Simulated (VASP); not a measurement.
Method: PBEsol GGA, VASP's PBE PAW potentials (set 64) (plane waves; VASP).

A VASP calculation is set up with these files.

**KPOINTS**
```
k-points along high-symmetry lines
10
Line-mode
Reciprocal
  0.000000   0.000000   0.000000 ! GAMMA
  0.500000   0.000000   0.000000 ! M

  0.500000   0.000000   0.000000 ! M
  0.333333   0.333333   0.000000 ! K

  0.333333   0.333333   0.000000 ! K
  0.000000   0.000000   0.000000 ! GAMMA

  0.000000   0.000000   0.000000 ! GAMMA
  0.000000   0.000000   0.500000 ! A

  0.000000   0.000000   0.500000 ! A
  0.500000   0.000000   0.500000 ! L

  0.500000   0.000000   0.500000 ! L
  0.333333   0.333333   0.500000 ! H

  0.333333   0.333333   0.500000 ! H
  0.000000   0.000000   0.500000 ! A

  0.500000   0.000000   0.500000 ! L
  0.500000   0.000000   0.000000 ! M

  0.333333   0.333333   0.500000 ! H
  0.333333   0.333333   0.000000 ! K
```

INCAR:
```
ALGO  =  Normal
EDIFF  =  1E-7
ENCUT  =  520
GGA  =  PS
ICHARG  =  11
ISMEAR  =  0
LASPH  =  T
LCHARG  =  F
LMAXMIX  =  4
LORBIT  =  11
LREAL  =  F
LWAVE  =  F
NELM  =  100
PREC  =  Accurate
SIGMA  =  0.05
SYSTEM  =  MgZn2O3
```

POSCAR:
```
MgZn2O3
1
    3.0098517044     0.0000000000     0.0000000000
   -1.5049258522     2.6066078962     0.0000000000
    0.0000000000     0.0000000000     7.3449728101
Mg Zn O
1 2 3
Direct
  0.0000000000   0.0000000000   0.0000000000
  0.3333330000   0.6666670000   0.6685072563
  0.6666670000   0.3333330000   0.3314927437
  0.3333330000   0.6666670000   0.1610747335
  0.6666670000   0.3333330000   0.8389252665
  0.0000000000   0.0000000000   0.5000000000
```

POTCAR, in this order: Mg Zn O (PBE.64 set). Program: vasp_std. Read from the step before: CHGCAR.

What VASP printed:

**OUTCAR**
```
 ion  position               nearest neighbor table
   1  0.000  0.000  0.000-   4 2.10   5 2.10   4 2.10   5 2.10   5 2.10   4 2.10   2 2.99   3 2.99
                             2 2.99   3 2.99   2 2.99   3 2.99
   2  0.333  0.667  0.669-   6 2.13   6 2.13   6 2.13   5 2.14   5 2.14   5 2.14   1 2.99   1 2.99
                             1 2.99   3 3.02   3 3.02   3 3.02
   3  0.667  0.333  0.331-   6 2.13   6 2.13   6 2.13   4 2.14   4 2.14   4 2.14   1 2.99   1 2.99
                             1 2.99   2 3.02   2 3.02   2 3.02
   4  0.333  0.667  0.161-   1 2.10   1 2.10   1 2.10   3 2.14   3 2.14   3 2.14
   5  0.667  0.333  0.839-   1 2.10   1 2.10   1 2.10   2 2.14   2 2.14   2 2.14
   6  0.000  0.000  0.500-   2 2.13   3 2.13   2 2.13   3 2.13   3 2.13   2 2.13
  LATTYP: Found a hexagonal cell.
 ALAT       =     3.0098517044
 C/A-ratio  =     2.4403105307
 Subroutine PRICEL returns:
 Original cell was already a primitive cell.
 Subroutine GETGRP returns: Found 12 space group operations
The static configuration has the point symmetry D_3d.
The dynamic configuration has the point symmetry D_3d.
 Subroutine INISYM returns: Found 12 space group operations
   k-points           NKPTS =     90   k-points in BZ     NKDIM =     90   number of bands    NBANDS=     26
   number of dos      NEDOS =    301   number of ions     NIONS =      6
   total plane-waves  NPLWV =  32256
   dimension x,y,z NGX =    24 NGY =   24 NGZ =   56
   dimension x,y,z NGXF=    48 NGYF=   48 NGZF=  112
   ions per type =               1   2   3
   PREC   = accura    normal or accurate (medium, high low for compatibility)
   ISTART =      0    job   : 0-new  1-cont  2-samecut
   ICHARG =     11    charge: 1-file 2-atom 10-const
   ISPIN  =      1    spin polarized calculation?
   LNONCOLLINEAR =      F non collinear calculations
   LSORBIT =      F    spin-orbit coupling
   INIWAV =      1    electr: 0-lowe 1-rand  2-diag
   ENCUT  =  520.0 eV  38.22 Ry    6.18 a.u.   5.60  5.60 13.66*2*pi/ulx,y,z
   NELM   =    100;   NELMIN=  2; NELMDL= -5     # of ELM steps
   EDIFF  = 0.1E-06   stopping-criterion for ELM
   LREAL  =      F    real-space projection
   NLSPLINE    = F    spline interpolate recip. space projectors
   LMAXMIX     =    4 max onsite mixed and CHGCAR
   VOSKOWN=      0    Vosko Wilk Nusair interpolation
   EDIFFG = 0.1E-05   stopping-criterion for IOM
   NSW    =      0    number of steps for IOM
   NBLOCK =      1;   KBLOCK =      1    inner block; outer block
   IBRION =     -1    ionic relax: 0-MD 1-quasi-New 2-CG
   NFREE  =      0    steps in history (QN), initial steepest desc. (CG)
   ISIF   =      2    stress and relaxation
   ISYM   =      2    0-nonsym 1-usesym 2-fastsym
   TEIN   =    0.0    initial temperature
   TEBEG  =    0.0;   TEEND  =   0.0 temperature during run
   SMASS  =  -3.00    Nose mass-parameter (am)
   PSTRESS=    0.0 pullay stress
   NELECT =      44.0000    total number of electrons
   EFERMI =   0.00;   METHOD = LEGACY
   ISMEAR =     0;   SIGMA  =   0.05  broadening in eV -4-tet -1-fermi 0-gaus
   IALGO  =     38    algorithm
   LDIAG  =      T    sub-space diagonalisation (order eigenvalues)
   IMIX   =      4    mixing-type and parameters
     AMIX     =   0.40;   BMIX     =  1.00
     AMIX_MAG =   1.60;   BMIX_MAG =  1.00
     AMIN     =   0.10
   GGA     = PS    functional components
   VOSKOWN =     0    Vosko Wilk Nusair interpolation
   LHFCALC =     F    Hartree Fock is set to
   LHFONE  =     F    Hartree Fock one center treatment
   AEXX    =    0.0000 exact exchange contribution
   IVDW    =     0    specifies the selected vdW correction
   LEPSILON=     F    determine dielectric tensor
   LRPA    =     F    only Hartree local field effects (RPA)
  energy-cutoff  :      520.00
  volume of cell :       57.63
      direct lattice vectors                 reciprocal lattice vectors
     3.009851704  0.000000000  0.000000000     0.332242282  0.191820182  0.000000000
    -1.504925852  2.606607896  0.000000000     0.000000000  0.383640363  0.000000000
     0.000000000  0.000000000  7.344972810     0.000000000  0.000000000  0.136147543
 k-point     1 :   0.0000 0.0000 0.0000  plane waves:    1563
 k-point     2 :   0.0556 0.0000 0.0000  plane waves:    1567
...
```

File OSZICAR:
```
       N       E                     dE             d eps       ncg     rms          rms(c)
DAV:   1     0.375816803773E+03    0.37582E+03   -0.22895E+04  4760   0.236E+03
DAV:   2     0.984118736555E+01   -0.36598E+03   -0.35555E+03  5160   0.479E+02
DAV:   3    -0.294205045017E+02   -0.39262E+02   -0.38298E+02  5206   0.155E+02
DAV:   4    -0.305430737199E+02   -0.11226E+01   -0.11193E+01  5720   0.263E+01
DAV:   5    -0.305521944762E+02   -0.91208E-02   -0.91172E-02  5460   0.235E+00
DAV:   6    -0.305523000403E+02   -0.10556E-03   -0.10555E-03  5654   0.235E-01
DAV:   7    -0.305523015992E+02   -0.15588E-05   -0.15587E-05  5522   0.269E-02
DAV:   8    -0.305523016265E+02   -0.27306E-07   -0.27268E-07  5128   0.342E-03
   1 F= -.30552302E+02 E0= -.30552302E+02  d E =-.118391E-10
```

### OUTCAR
```
 val. band max:        2.8687725566   @ k =   0.0000   0.0000   0.0000

 cond. band min:       4.7077722526   @ k =   0.0000   0.0000   0.0000



 k-point     1 :       0.0000    0.0000    0.0000
  band No.  band energies     occupation
      1     -15.3786      2.00000
      2     -14.4261      2.00000
      3     -14.3020      2.00000
      4      -3.5190      2.00000
      5      -2.6579      2.00000
      6      -2.4704      2.00000
      7      -2.4704      2.00000
      8      -1.9355      2.00000
      9      -1.9355      2.00000
     10      -1.6123      2.00000
     11      -1.6123      2.00000
     12      -1.4213      2.00000
     13      -1.4213      2.00000
     14      -0.9841      2.00000
     15      -0.5644      2.00000
     16       1.8361      2.00000
     17       1.8361      2.00000
     18       1.8522      2.00000
     19       1.9354      2.00000
     20       1.9354      2.00000
     21       2.8688      2.00000
     22       2.8688      2.00000
     23       4.7078      0.00000
     24       8.3870      0.00000
     25       8.4877      0.00000
     26      13.3191      0.00000

 k-point     2 :       0.0556    0.0000    0.0000
  band No.  band energies     occupation
      1     -15.3475      2.00000
      2     -14.4100      2.00000
      3     -14.2844      2.00000
      4      -3.4908      2.00000
      5      -2.7337      2.00000
      6      -2.4599      2.00000
      7      -2.3865      2.00000
      8      -1.9628      2.00000
      9      -1.9263      2.00000
     10      -1.6318      2.00000
     11      -1.6270      2.00000
     12      -1.4213      2.00000
     13      -1.4178      2.00000
     14      -0.9601      2.00000
     15      -0.5697      2.00000
     16       1.5795      2.00000
     17       1.6692      2.00000
     18       1.7814      2.00000
     19       1.9541      2.00000
     20       2.0508      2.00000
     21       2.7218      2.00000
     22       2.8488      2.00000
     23       4.9713      0.00000
...
```

The density is held fixed in this step, so its total energy and stress have no physical meaning.

The structure comes from a computed database's MgZn2O3 entry (P-3m1); how it stands against other phases isn't given here. It was relaxed first.
